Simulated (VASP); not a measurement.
Output of a VASP run:

### OSZICAR
```
       N       E                     dE             d eps       ncg     rms          rms(c)
DAV:   1     0.681947645187E+02    0.68195E+02   -0.98011E+03   704   0.150E+03
DAV:   2    -0.303070252731E+02   -0.98502E+02   -0.90695E+02   948   0.272E+02
DAV:   3    -0.345660806687E+02   -0.42591E+01   -0.42198E+01   944   0.551E+01
DAV:   4    -0.346982301719E+02   -0.13215E+00   -0.13205E+00   940   0.834E+00
DAV:   5    -0.346999143071E+02   -0.16841E-02   -0.16841E-02   952   0.857E-01    0.150E+01
DAV:   6    -0.268804494522E+02    0.78195E+01   -0.68965E+00   844   0.210E+01    0.139E+01
DAV:   7    -0.268116590712E+02    0.68790E-01   -0.44324E-01   852   0.737E+00    0.814E+00
DAV:   8    -0.280989411872E+02   -0.12873E+01   -0.45251E-01   704   0.909E+00    0.123E+00
DAV:   9    -0.267205724131E+02    0.13784E+01   -0.32383E-01   708   0.782E+00    0.391E-01
DAV:  10    -0.270521588157E+02   -0.33159E+00   -0.16270E-01   720   0.492E+00    0.228E-01
DAV:  11    -0.270470409960E+02    0.51178E-02   -0.41375E-03   960   0.931E-01    0.159E-01
DAV:  12    -0.270478392795E+02   -0.79828E-03   -0.30405E-03   780   0.741E-01    0.165E-01
DAV:  13    -0.270484358523E+02   -0.59657E-03   -0.28551E-04   776   0.228E-01    0.887E-02
DAV:  14    -0.270501998294E+02   -0.17640E-02   -0.65713E-04   720   0.381E-01    0.112E-01
DAV:  15    -0.270504196807E+02   -0.21985E-03   -0.91897E-05   740   0.136E-01    0.369E-02
DAV:  16    -0.270504069210E+02    0.12760E-04   -0.94979E-05   756   0.967E-02    0.352E-02
DAV:  17    -0.270505326813E+02   -0.12576E-03   -0.10374E-04   728   0.125E-01    0.369E-02
DAV:  18    -0.270505383597E+02   -0.56784E-05   -0.13804E-05   884   0.402E-02    0.152E-02
DAV:  19    -0.270505479802E+02   -0.96205E-05   -0.69738E-06   728   0.287E-02    0.693E-03
DAV:  20    -0.270505471798E+02    0.80042E-06   -0.40928E-07   852   0.687E-03    0.407E-03
DAV:  21    -0.270505478404E+02   -0.66061E-06   -0.51398E-07   724   0.800E-03    0.455E-03
DAV:  22    -0.270505478666E+02   -0.26203E-07   -0.42533E-08   408   0.271E-03
   1 F= -.27050548E+02 E0= -.27050548E+02  d E =-.270505E+02
```

**OUTCAR**
```
------------------------ aborting loop because EDIFF is reached ----------------------------------------
  FORCE on cell =-STRESS in cart. coord.  units (eV):
  Direction    XX          YY          ZZ          XY          YZ          ZX
  --------------------------------------------------------------------------------------
  Total       -0.5965273     -0.5965273     -0.5965273      0.0000000      0.0000000     -0.0000000
  in kB      -26.8625419    -26.8625419    -26.8625419      0.0000000      0.0000000     -0.0000000
  external PRESSURE =     -26.8625419 kB  Pullay stress =       0.0000000 kB
  volume of cell :       35.58
      direct lattice vectors                 reciprocal lattice vectors
     0.000000000  2.610485406  2.610485406    -0.191535260  0.191535260  0.191535260
     2.610485406  0.000000000  2.610485406     0.191535260 -0.191535260  0.191535260
     2.610485406  2.610485406  0.000000000     0.191535260  0.191535260 -0.191535260
  FREE ENERGIE OF THE ION-ELECTRON SYSTEM (eV)
  ---------------------------------------------------
  free  energy   TOTEN  =       -27.0505478666 eV

  energy  without entropy=      -27.0505478666  energy(sigma->0) =      -27.05054787

 reached required accuracy - stopping structural energy minimisation
```
(Selected blocks of OUTCAR.)

POSCAR:
```
SrO
1
    0.0000000000     2.6104854060     2.6104854060
    2.6104854060     0.0000000000     2.6104854060
    2.6104854060     2.6104854060     0.0000000000
Sr O
1 1
Direct
  0.0000000000   0.0000000000   0.0000000000
  0.5000000000   0.5000000000   0.5000000000
```

Q: Write an INCAR and KPOINTS that could have produced this output.

A: One answer among several that fit: the input of the run itself, r2SCAN meta-GGA, plane waves, VASP's PBE PAW potentials (set 64).

**INCAR**
```
ALGO = Normal
EDIFF = 1E-7
EDIFFG = -0.01
ENCUT = 600
IBRION = 2
ISIF = 2
ISMEAR = 0
LASPH = .TRUE.
LCHARG = .FALSE.
LMAXMIX = 4
LMIXTAU = .TRUE.
LREAL = .FALSE.
LWAVE = .FALSE.
METAGGA = R2SCAN
NELM = 100
NSW = 30
PREC = Accurate
SIGMA = 0.05
SYSTEM = SrO
```

### KPOINTS
```
Automatic mesh
0
Gamma
8 8 8
0 0 0
```

POTCAR, in this order: Sr_sv O (PBE.64 set). Program: vasp_std.

The compound is SrO in the rock salt structure. This cell was strained or had an atom moved on purpose.
